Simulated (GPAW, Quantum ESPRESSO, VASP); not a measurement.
## One calculation of Tl3Cu, 3 ways

```
CELL_PARAMETERS angstrom
4.71700 0.00000 0.00000
0.00000 4.71700 0.00000
0.00000 0.00000 4.71700
ATOMIC_POSITIONS crystal
Tl 0.50000 0.50000 0.00000
Tl 0.50000 0.00000 0.50000
Tl 0.00000 0.50000 0.50000
Cu 0.00000 0.00000 0.00000
```

The cell comes from a database or a generator and needn't be the stable form of this composition.

Alike in all runs: task equation of state; functional PBE; k mesh 6 × 6 × 6; occupations fermi-dirac, width 0.05 eV; no spin polarisation; no spin-orbit coupling.

```tsv
program and potentials	plane-wave cutoff (eV)	notes	equilibrium volume (Å³/atom)	bulk modulus (GPa)
GPAW, GPAW PAW data sets (gpaw-data 1.2.1)	600	this data set often lies off other programs	26.02	33.0
VASP, PBE PAW files Cu, Tl_d, 520 eV	520	-	26.31	32.5
Quantum ESPRESSO, SSSP 1.3 efficiency PBE	748	-	26.25	32.6
```

The equilibrium volume spans 26.02 (GPAW, GPAW PAW data sets (gpaw-data 1.2.1)) to 26.31 Å³/atom (VASP, PBE PAW files Cu, Tl_d, 520 eV). The bulk modulus spans 32.5 (VASP, PBE PAW files Cu, Tl_d, 520 eV) to 33.0 GPa (GPAW, GPAW PAW data sets (gpaw-data 1.2.1)). For a metal such a mesh isn't converged, which the comparison doesn't need.

The functional is the same throughout but for its coding, so the spread measures potentials, basis and numerics; runs on potential files found faulty are left out.
